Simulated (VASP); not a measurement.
Write the native input for VASP 6.6.1 that does the following.

```
Task                   : relaxation of shape and atoms at fixed volume
Functional             : PBE
Potentials or basis    : VASP PAW PBE potentials, release 64 (Ru)
Cutoff                 : 300 eV
k mesh                 : 8 × 8 × 5
Occupations            : methfessel-paxton, width 0.1 eV
Spin                   : no spin polarisation
Further INCAR settings : ALGO = Normal; EDIFF = 1e-07; IBRION = 2; EDIFFG = -0.01; NSW = 40; ISIF = 4
```

The structure of Ru lies in POSCAR:

```
Ru                                      
1.0
    2.7646336373      0.0000000000      0.0000000000
   -1.3823168186      2.3942429620      0.0000000000
    0.0000000000      0.0000000000      4.3595362352
  Ru            
     2
Direct
     0.3333333332999970    0.6666666667000030    0.2500000000000000
     0.6666666667000030    0.3333333332999970    0.7500000000000000
```

The cell isn't the ideal one: a relaxed cell with its volume scaled by 1.06.

One way to write it, as run:

INCAR

```
ALGO     = Normal         # electronic algorithm
EDIFF    = 1E-7           # SCF threshold, eV
EDIFFG   = -0.01          # ionic threshold
ENCUT    = 300            # plane-wave cutoff, eV
GGA      = PE             # functional
IBRION   = 2              # ionic algorithm
ISIF     = 4              # what is computed and relaxed
ISMEAR   = 1              # smearing method
LASPH    = True           # aspherical terms in the spheres
LCHARG   = False          # write CHGCAR
LREAL    = False          # projectors in reciprocal space
LWAVE    = False          # write WAVECAR
NELM     = 80             # most SCF steps
NSW      = 40             # ionic steps
PREC     = Accurate       # precision mode
SIGMA    = 0.1            # smearing width, eV
```

KPOINTS

```
k-points
0
Gamma
  8 8 5
```

Potentials or basis: VASP PAW PBE potentials, release 64 (Ru).

Command:

```sh
$ cat potpaw_PBE.64/Ru/POTCAR > POTCAR
$ mpirun -np 1 vasp_std > vasp.out
```

Results of the run:

| Property | Result |
| --- | --- |
| Energy gained by relaxing | 0.1 meV/atom |
| Ionic steps | 3 |
| Pressure after relaxing | -16.1 GPa |
| Band gap on the k mesh | none (metal or under the smearing width) |

Run time: 13 s on 1 thread of Intel(R) Xeon(R) Platinum 8259CL CPU @ 2.50GHz (Skylake/Cascade Lake), on a shared host, peak memory 0.12 GiB.
